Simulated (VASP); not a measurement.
Computed with LDA (Ceperley-Alder, Perdew-Zunger), VASP's LDA PAW potentials (set 64) (plane waves; VASP).

The input files of a VASP run:

**KPOINTS**
```
Automatic mesh
0
Gamma
7 7 10
0 0 0
```

### POSCAR
```
SnO2
4.7524310
  1.0000000000   0.0000000000   0.0000000000
  0.0000000000   1.0000000000   0.0000000000
  0.0000000000   0.0000000000   0.6731628508
Sn O
2 4
direct
  0.5000000000   0.5000000000   0.5000000000
  0.0000000000   0.0000000000   0.0000000000
  0.1940300000   0.8059700000   0.5000000000
  0.8059700000   0.1940300000   0.5000000000
  0.6940300000   0.6940300000   0.0000000000
  0.3059700000   0.3059700000   0.0000000000
```

### INCAR
```
ISMEAR  =  0
LASPH  =  .TRUE.
SIGMA  =  0.01
ALGO  =  Normal
LREAL  =  .FALSE.   ! projection in real space or not
LCHARG  =  .FALSE.
LWAVE  =  .FALSE.
NELM  =  100
ISIF  =  2   ! forces and stress, cell fixed
ENCUT  =  400   ! plane-wave cut-off (eV)
SYSTEM  =  SnO2
EDIFF  =  1E-6   ! SCF stop (eV)
LMAXMIX  =  4   ! l cut-off of mixed one-centre charges
PREC  =  Accurate
```

POTCAR, in this order: Sn_d O (LDA.64 set). Program: vasp_std.

At this cut-off the stress carries a Pulay error, which pulls relaxed volumes low. Unless said otherwise, spin-orbit coupling is left out, though it shifts the bands of the heavy elements here.

Task: What does the run give for the energy per atom (σ→0), pressure, band gap (on the k-mesh)?

Result: 
energy per atom (σ→0): -7.060 eV/atom
band gap (on the k-mesh): 1.02 eV
pressure: -7.42 GPa

### OSZICAR
```
...
DAV:   8    -0.423743845502E+02    0.78572E-01   -0.30775E-01  5803   0.525E+00    0.738E-01
DAV:   9    -0.423579705036E+02    0.16414E-01   -0.82756E-02  5848   0.396E+00    0.145E-01
DAV:  10    -0.423580662161E+02   -0.95713E-04   -0.52943E-03  5600   0.659E-01    0.454E-02
DAV:  11    -0.423580687859E+02   -0.25699E-05   -0.29304E-04  5901   0.228E-01    0.218E-02
DAV:  12    -0.423580696721E+02   -0.88619E-06   -0.23023E-05  5514   0.568E-02    0.140E-02
DAV:  13    -0.423580666444E+02    0.30278E-05   -0.14038E-05  4746   0.450E-02    0.101E-03
DAV:  14    -0.423580667839E+02   -0.13958E-06   -0.16148E-06  3232   0.123E-02
   1 F= -.42358067E+02 E0= -.42358067E+02  d E =-.491214E-22
```

The structure comes from a computed database's SnO2 entry; how it stands against other phases isn't given here. The cell was not relaxed at this level.
